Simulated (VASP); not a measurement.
Input for VASP

### POSCAR
```
PtAl2
1.0
  0.0000000000   2.8397712486   2.8397712486
  2.8397712486   0.0000000000   2.8397712486
  2.8397712486   2.8397712486   0.0000000000
Al Pt
2 1
Cart
  1.4198856243   1.4198856243   1.4198856243
  4.2596568729   4.2596568729   4.2596568729
  0.0000000000   0.0000000000   0.0000000000
```

**KPOINTS**
```
Automatic
0
Gamma
9 9 9
```

**INCAR**
```
ALGO=Normal
EDIFF=1E-6
EDIFFG=-0.02
ENCUT=500
GGA=PS
IBRION=2
ISIF=3
ISMEAR=1
LASPH=T
LCHARG=F
LMAXMIX=6
LREAL=F
LWAVE=F
NELM=100
NSW=40
PREC=Accurate
PSTRESS=300
SIGMA=0.1
SYSTEM=PtAl2
```

POTCAR, in this order: Al Pt (PBE.64 set). Program: vasp_std.

### Question
Translate this PBEsol calculation to Quantum ESPRESSO's pw.x.

### Answer
One equivalent input (not run):
```
&CONTROL
  calculation = 'vc-relax'
  pseudo_dir = './pseudo'
  outdir = './out'
  tprnfor = .true.
  tstress = .true.
  nstep = 40
  forc_conv_thr = 0.00078
/
&SYSTEM
  ibrav = 0
  nat = 3
  ntyp = 2
  ecutwfc = 84
  occupations = 'smearing'
  smearing = 'methfessel-paxton'
  degauss = 0.00735
  input_dft = 'pbesol'
/
&ELECTRONS
  conv_thr = 7.3e-08
  electron_maxstep = 100
/
&IONS
/
&CELL
  press = 300
/
ATOMIC_SPECIES
  Al 26.982 Al.upf
  Pt 195.084 Pt.upf
CELL_PARAMETERS angstrom
     0.0000000    2.8397712    2.8397712
     2.8397712    0.0000000    2.8397712
     2.8397712    2.8397712    0.0000000
ATOMIC_POSITIONS crystal
  Al   0.2500000  0.2500000  0.2500000
  Al   0.7500000  0.7500000  0.7500000
  Pt   0.0000000  0.0000000  0.0000000
K_POINTS automatic
  9 9 9 0 0 0
```
What does not carry over: the potentials are each code's own (VASP's PAW set, PseudoDojo norm-conserving files in pw.x), so ENCUT and ecutwfc are chosen apart and not converted; conv_thr bounds pw.x's estimated SCF error, while EDIFF bounds the energy change between steps; forc_conv_thr acts on force components and is met together with etot_conv_thr.

The compound is PtAl2 in the fluorite structure. This run relaxes it under an external pressure of 30 GPa. Symmetry was kept, so distortions that lower it aren't found.
